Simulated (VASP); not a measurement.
VASP ran on this input.

### INCAR
```
SYSTEM = MgS
PREC = Accurate
ENCUT = 520
EDIFF = 1E-7
NELM = 100
ALGO = Normal
LREAL = .FALSE.
LASPH = .TRUE.
ISMEAR = 0
SIGMA = 0.05
GGA = RE
LWAVE = .FALSE.
LCHARG = .FALSE.
ISIF = 2
```

File POSCAR:
```
MgS
1
    0.0000000000     2.6820070446     2.6820070446
    2.6820070446     0.0000000000     2.6820070446
    2.6820070446     2.6820070446     0.0000000000
Mg S
1 1
Direct
  0.0000000000   0.0000000000   0.0000000000
  0.5000000000   0.5000000000   0.5000000000
```

File KPOINTS:
```
kpoints
0
gamma
 9 9 9
```

POTCAR, in this order: Mg S (PBE.64 set). Program: vasp_std.

Q: Translate this revPBE calculation to Ansatz.

A: One equivalent input (not run):
Ansatz 0.2 input:
```yaml
crystal:
  lattice:
    - [0.0000000, 2.6820070, 2.6820070]
    - [2.6820070, 0.0000000, 2.6820070]
    - [2.6820070, 2.6820070, 0.0000000]
  atoms:
    - { symbol: Mg, position: [0.0000000, 0.0000000, 0.0000000] }
    - { symbol: S, position: [0.5000000, 0.5000000, 0.5000000] }
kpoints:
  mp_grid: { grid: [9, 9, 9] }
hamiltonian:
  xc: revpbe
  pseudopotentials: { kind: paw }
scf:
  occupations: { method: gaussian, width: 0.05 }
  max_iter: 100
output: { forces: true, stress: true, eigenvalues: true }
```
Limits of the translation: each code has its own PAW files, so the cut-off isn't converted (ENCUT is set for VASP's; basis.ecutwfc is left out, and Ansatz then takes the one that its files recommend); Ansatz stops its SCF on the density residual and VASP on the energy change (EDIFF).

The compound is MgS in the rock salt structure. This cell is one point of a volume scan, at 1.06 of the reference volume.
